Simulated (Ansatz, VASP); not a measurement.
# Cross-check of KTaO3 between VASP and Ansatz, part 2 of 2

Aim: how closely do two programs agree when they are given the same cell, functional and k mesh?  Other levels of theory on this material are compared in a session of their own.

VASP 6.6.1 and Ansatz 0.2.0.

So far. Step 2 (VASP: band structure, r2SCAN): The run ends at a pressure of 1.24 GPa.

**3. Ansatz: band structure, r2SCAN**

Level of this step: Ansatz beside VASP: Kohn-Sham DFT, plane waves, r2SCAN (Ansatz).

Ansatz runs on its default PAW (the set named soft_2) files.

The same cell, functional, mesh and smearing now go to Ansatz, which takes its cutoff from its data sets.

Input file input.yaml:

```yaml
crystal:
  lattice:
    - [3.9883, 0.0, 0.0]
    - [0.0, 3.9883, 0.0]
    - [0.0, 0.0, 3.9883]
  atoms:
    - { symbol: K, position: [0.5, 0.5, 0.5] }
    - { symbol: Ta, position: [0.0, 0.0, 0.0] }
    - { symbol: O, position: [0.5, 0.0, 0.0] }
    - { symbol: O, position: [0.0, 0.5, 0.0] }
    - { symbol: O, position: [0.0, 0.0, 0.5] }
hamiltonian:
  xc: r2scan
  pseudopotentials: { kind: paw }
kpoints:
  mp_grid: { grid: [4, 4, 4] }
  band_path:
    path:
      - [0.0, 0.0, 0.0]
      - [0.0, 0.1, 0.0]
      - [0.0, 0.2, 0.0]
      - [0.0, 0.3, 0.0]
      - [0.0, 0.43333, 0.0]
      - [0.0, 0.5, 0.0]
      - [0.1, 0.5, 0.0]
      - [0.2, 0.5, 0.0]
      - [0.33333, 0.5, 0.0]
      - [0.43333, 0.5, 0.0]
      - [0.5, 0.5, 0.0]
      - [0.36667, 0.36667, 0.0]
      - [0.26667, 0.26667, 0.0]
      - [0.16667, 0.16667, 0.0]
      - [0.06667, 0.06667, 0.0]
      - [0.03333, 0.03333, 0.03333]
      - [0.13333, 0.13333, 0.13333]
      - [0.23333, 0.23333, 0.23333]
      - [0.33333, 0.33333, 0.33333]
      - [0.46667, 0.46667, 0.46667]
      - [0.5, 0.5, 0.5]
      - [0.46667, 0.5, 0.46667]
      - [0.36667, 0.5, 0.36667]
      - [0.23333, 0.5, 0.23333]
      - [0.13333, 0.5, 0.13333]
      - [0.03333, 0.5, 0.03333]
      - [0.5, 0.5, 0.03333]
      - [0.5, 0.5, 0.16667]
      - [0.5, 0.5, 0.26667]
      - [0.5, 0.5, 0.36667]
      - [0.5, 0.5, 0.5]
    npoints: 1
scf:
  occupations: { method: gaussian, width: 0.02 }
  n_extra_bands: 8
output:
  forces: true
  stress: true
  eigenvalues: true
```

Command:

```bash
> ansatz run input.yaml --threads 2 --pin off --max-ram 4608MiB --backend cpu --events-out ev --progress --plain --runs-dir out
```

Numbers of over 12 decimals in the logs are rounded to 6 here.

The log of the run:

```text
scf.n_extra_bands = 8 over 20 filled bands (N_el = 40.0): the run solves 28 bands
Engine: ansatz 0.2.0, aarch64-unknown-linux-gnu
Pseudopotentials: kind: paw
Pseudopotential: K, paw, valence charge 9, recommended cutoff 500 eV (meta_gga), K.paw.azcp
Pseudopotential: Ta, paw, valence charge 13, recommended cutoff 500 eV (meta_gga), Ta.paw.azcp
Pseudopotential: O, paw, valence charge 6, recommended cutoff 500 eV (meta_gga), O.paw.azcp
Functional definition: r2SCAN
  parameter k0 = 0.174
  parameter k1 = 0.065
  parameter a1 = 4.9479
  exchange = r2scan_x(k0 = k0, k1 = k1, a1 = a1)
  correlation = r2scan_c
Crystal: 5 atoms, lattice volume = 63.440 Å³
Basis set: ecut = 500 eV, 1575 PW (Γ), exchange–correlation on 120×120×120 points (64 copies of the dense FFT grid, shifted against one another)
Bands: 28, of which v1, the nominal top of the filled ones, is band 20 counted from 1 (19 counted from 0)
Symmetry: 48 space group operations
Space group: Pm-3m (ITA 221), of the structure as read, at distance tolerance 4.0e-5 Å
k-points: 10 of 64
Non-local potential: K, projectors of the file, l = 0: 3, l = 1: 2, l = 2: 2
Non-local potential: Ta, projectors of the file, l = 0: 3, l = 1: 2, l = 2: 2, l = 3: 1
Non-local potential: O, projectors of the file, l = 0: 2, l = 1: 2, l = 2: 1
PAW form: soft (Blöchl's): semilocal exchange-correlation on the pseudo side does not see the compensation charge
PAW frozen core: K, regenerated for the run's functional (the file was generated under x = pbe(κ = 0.804, μ = 0.219515), c = pbe(β = 0.066725))
PAW frozen core: Ta, regenerated for the run's functional (the file was generated under x = pbe(κ = 0.804, μ = 0.219515), c = pbe(β = 0.066725))
PAW frozen core: O, regenerated for the run's functional (the file was generated under x = pbe(κ = 0.804, μ = 0.219515), c = pbe(β = 0.066725))
PAW one-centre angular grid: K, 302 points (default); XC on 160 Gauss nodes
PAW one-centre angular grid: Ta, 590 points (default); XC on 160 Gauss nodes
PAW one-centre angular grid: O, 302 points (default); XC on 160 Gauss nodes
Initial density: superposition of atomic densities (neutral atoms: chi_scale 0, normalization atom), corrected by the library's trained network
Initial wavefunctions: pseudopotential atomic-orbital guess
Functional: x = r2scan, c = r2scan; τ floored in thin density (d = 2e-4 eV/Å³)
SCF iter   1: F=—  HF=-13199.297017 eV  |F-HF|=—  |Δ(HF+E_count)|=         —  Δρ=1.05e-2  dr2=8.34e-2  dr2_τ=2.52e-1  ethr=1.77e-3  ⟨swp⟩=6.4  Hψ=1384  notcnv=0
preconditioner: auto → Resta (q_TF=auto, 2.526 Å⁻¹)  ε∞=3.7  [insulator: Δε(μ)=2.853 eV  Ē_g=15.633 eV  σ=0.020 eV  W_gap=1.00  n_scr=18 (ndim 8)  ℏωp=25.5 eV  f_vac=0.013  D(μ)=0.00/eV (n_scr^D=0)  ε∞_Penn≈3.7]
SCF iter   2: F=—  HF=-13199.363643 eV  |F-HF|=—  |Δ(HF+E_count)|=   6.66e-2  Δρ=5.32e-3  dr2=6.75e-3  dr2_τ=4.24e-3  ethr=2.08e-4  ⟨swp⟩=2.3  Hψ=559  notcnv=0  defer=32
SCF iter   3: F=—  HF=-13199.363937 eV  |F-HF|=—  |Δ(HF+E_count)|=   2.94e-4  Δρ=2.25e-3  dr2=1.88e-3  dr2_τ=2.05e-4  ethr=1.69e-5  ⟨swp⟩=3.0  Hψ=434  notcnv=0  defer=32
SCF iter   4: F=—  HF=-13199.363890 eV  |F-HF|=—  |Δ(HF+E_count)|=   4.69e-5  Δρ=3.01e-4  dr2=3.41e-5  dr2_τ=6.06e-6  ethr=4.71e-6  ⟨swp⟩=2.6  Hψ=436  notcnv=0  defer=32
SCF iter   5: F=—  HF=-13199.363907 eV  |F-HF|=—  |Δ(HF+E_count)|=   1.62e-5  Δρ=9.08e-5  dr2=6.14e-6  dr2_τ=3.63e-7  ethr=8.54e-8  ⟨swp⟩=2.5  Hψ=456  notcnv=0  defer=32
SCF iter   6: F=-13199.363906 eV  HF=-13199.363906 eV  |F-HF|=4.46e-8  |Δ(HF+E_count)|=   6.10e-7  Δρ=1.10e-5  dr2=5.03e-8  dr2_τ=1.47e-8  ethr=2.50e-10  ⟨swp⟩=8.1  Hψ=1481  notcnv=0
SCF 1 converged in 6 iterations: F = -13199.363906 eV  dr2 = 5.03e-8
  greatest PAW one-centre occupation: 0.998 electrons in one spin orbital (limit 2), on the Ta atom at site 1 (counted from 0), in its partial waves of l = 0
NSCF: frozen V_eff on 31 k-points
SCF converged after 6 iterations
Free energy (F): -13199.363906 eV
Harris-Foulkes:  -13199.363906 eV  (|F-HF|=4.46e-8)
Internal energy: -13199.363906 eV  (E = F + TS)
E sigma→0 (E₀):  -13199.363906 eV
Fermi energy:    9.711792 eV
--- Per-component energies (eV) ---
  E_band       = -288.703050
  E_kinetic    = 1149.649351
  E_local      = -2222.499825  (includes V_loc(G=0)·N_el)
  E_nonlocal   = 168.539233
  E_hartree    = 778.198419
  E_xc         = -559.937015
  E_vxc        = -726.523539  (∫ρ·V_xc dr)
  E_paw        = -9690.931484  (= ΣΔE_a)
  E_vpaw       = -256.546285  (= ΣTr[D̂ρ^β])
  E_aug_tail   = 0.003086  (compensation charges beyond the density's cutoff)
  E_vtau       = 42.274014  (kinetic-family band-sum trace: ∫τ·v_τ [+ j·A + Jᵃ·Aᵃ] dr)
  E_ewald      = -2821.337382
  E_core_change = -1.048288  (= ΣΔE_core)
  E_smearing   = -0.000000  (= −TS)
  E_closure    = -0.000000  (closes the sum)
  Σ components = -13199.363906   (vs F -13199.363906, Δ=0.00e0)
--- Forces (eV/Å), atoms counted from 1 ---
  atom   1  K      0.00000000     0.00000000     0.00000000
  atom   2  Ta    -0.00000000     0.00000000     0.00000000
  atom   3  O     -0.00000000    -0.00000000     0.00000000
  atom   4  O      0.00000000     0.00000000     0.00000000
  atom   5  O      0.00000000     0.00000000     0.00000000
  max |Σ_I F_I| component: 5.08e-29 eV/Å
--- Stress (GPa, compression-positive) ---
        0.331105       0.000000       0.000000
        0.000000       0.331105       0.000000
        0.000000       0.000000       0.331105
  P = ⅓ Tr σ = 0.3311 GPa (3.311 kbar)
--- Band table (eV; the first three rows and the last of 10) ---
  k-point 0: bands = [... 16 lower, 7.3182, 7.7651, 7.7651, 7.7651, 11.0187, 11.0187, 11.0187, 15.5660, ... 4 higher]
  k-point 1: bands = [... 16 lower, 6.7261, 7.0851, 7.6010, 7.6010, 11.0930, 12.4871, 12.4871, 15.5842, ... 4 higher]
  k-point 2: bands = [... 16 lower, 6.2651, 6.8697, 7.5330, 7.5330, 11.1704, 13.8442, 13.8442, 15.5980, ... 4 higher]
  k-point 9: bands = [... 16 lower, 4.4656, 8.4049, 8.4049, 8.4049, 15.3245, 15.3245, 15.3245, 18.0710, ... 4 higher]
```

Wall time 3 s (2 threads of Arm Neoverse V1, shared host); peak memory 0.42 GiB; 5.8 s of CPU time.

The column dr2 measures how far the density is from self-consistency, as an energy; F and HF (Harris–Foulkes) agree once it is small.

**4. Differences**

Known differences besides the potentials themselves: VASP keeps PBE cores, Ansatz makes them for the functional; the data sets hold 40 valence electrons in Ansatz (default PAW (the set named soft_2) files) and 38 in VASP; the cutoff is 500 eV in Ansatz and 520 eV in VASP. Total energies have different zeros and are not compared.

Both answers:

```
                                        quantity  Ansatz   VASP  difference
                                  pressure (GPa)    0.33   1.24       -0.91
pressure without Ansatz's Pulay correction (GPa)    0.26   1.24       -0.98
                   gap over the path points (eV)   2.614  2.583      +0.031
```

Levels at points of the path, from each program's valence-band top (eV; 4 filled, then empty):

| k (reciprocal lattice) | Ansatz | VASP |
| --- | --- | --- |
| 0.000 0.000 0.000 | -1.09 -0.64 -0.64 -0.64 2.61 2.61 2.61 | -1.10 -0.65 -0.65 -0.65 2.58 2.58 2.58 |
| 0.000 0.100 0.000 | -1.13 -0.95 -0.70 -0.70 2.63 2.92 2.92 | -1.14 -0.96 -0.71 -0.71 2.60 2.90 2.90 |
| 0.000 0.200 0.000 | -1.47 -1.25 -0.78 -0.78 2.67 3.66 3.66 | -1.49 -1.26 -0.79 -0.79 2.63 3.63 3.63 |
| 0.000 0.300 0.000 | -1.84 -1.39 -0.83 -0.83 2.71 4.50 4.50 | -1.86 -1.40 -0.84 -0.84 2.68 4.48 4.48 |
| 0.000 0.433 0.000 | -2.11 -1.52 -0.87 -0.87 2.76 5.32 5.32 | -2.12 -1.53 -0.88 -0.88 2.73 5.30 5.30 |
| 0.000 0.500 0.000 | -2.14 -1.53 -0.87 -0.87 2.77 5.44 5.44 | -2.15 -1.54 -0.89 -0.89 2.73 5.42 5.42 |
| 0.100 0.500 0.000 | -1.86 -1.28 -1.09 -1.02 3.06 5.44 5.52 | -1.88 -1.29 -1.11 -1.04 3.03 5.43 5.50 |
| 0.200 0.500 0.000 | -1.70 -1.35 -1.32 -0.77 3.77 5.45 5.78 | -1.72 -1.37 -1.34 -0.77 3.74 5.43 5.76 |
| 0.333 0.500 0.000 | -1.60 -1.54 -1.45 -0.25 4.83 5.47 6.33 | -1.64 -1.56 -1.46 -0.25 4.81 5.45 6.32 |
| 0.433 0.500 0.000 | -1.69 -1.47 -1.45 -0.07 5.36 5.48 6.70 | -1.73 -1.48 -1.47 -0.07 5.35 5.46 6.68 |

Among the levels compared at these points, filled levels agree within 43 meV and empty ones within 31 meV. Ansatz's pressure holds a Pulay correction of 0.07 GPa; VASP's holds none.

**5. Summary of results**

- difference in gap over the path points (band structure, r2SCAN): 0.031 eV
- difference in pressure (band structure, r2SCAN): -0.91 GPa

What this shows: The difference in pressure is -0.91 GPa (band structure, r2SCAN), within the 1 GPa picked in this series as the mark of a large difference. 9 further runs of this series are not shown here. Such differences can come from data sets, numerical settings and the points named under the comparisons, not from the functional's error against experiment.

[Lines on the potential files, build, host, timing and source positions are cut from VASP's logs without a mark.]

[Logs are printed without paths, hosts, clocks, repeated set-up lines and the standing remarks that a program may print on its own settings, such as how far it seeks lower states.]

[Hosts, paths, dates, database ids (printed as entryN), source tags and the programs' standing remarks are cut or masked in the printed files.]
